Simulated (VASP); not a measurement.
Computed with PBEsol GGA, VASP's PBE PAW potentials (set 64) (plane waves; VASP).

Input for VASP

POSCAR:
```
PbO
1
    3.1582674367     0.0000000000     0.0000000000
    0.0000000000     3.1582674367     0.0000000000
    0.0000000000     0.0000000000     3.1582674367
Pb O
1 1
Direct
  0.0000000000   0.0000000000   0.0000000000
  0.5000000000   0.5000000000   0.5000000000
```

KPOINTS:
```
Automatic mesh
0
Gamma
9 9 9
0 0 0
```

### INCAR
```
ALGO  =  Normal
EDIFF  =  1E-7
ENCUT  =  520
GGA  =  PS
ISIF  =  2
ISMEAR  =  -5
LASPH  =  .TRUE.
LCHARG  =  .TRUE.
LMAXMIX  =  4
LORBIT  =  11
LREAL  =  .FALSE.
LWAVE  =  .FALSE.
NEDOS  =  601
NELM  =  100
PREC  =  Accurate
SYSTEM  =  PbO
```

POTCAR, in this order: Pb_d O (PBE.64 set). Program: vasp_std.

Problem. What will the output report for the number of irreducible k-points (NKPTS), number of bands (NBANDS), largest plane-wave count, number of space-group operations, FFT grid (NGX, NGY, NGZ)?

Solution. 
```yaml
number of irreducible k-points (NKPTS): 35
number of bands (NBANDS): 14
largest_plane_wave_count: 870
number_of_space_group_operations: 48
FFT grid (NGX, NGY, NGZ): 24 × 24 × 24
```

The structure was generated: PbO was put into the CsCl type type (Pm-3m), which need not be its known phase. It was relaxed first, which changed the volume by +50 %.
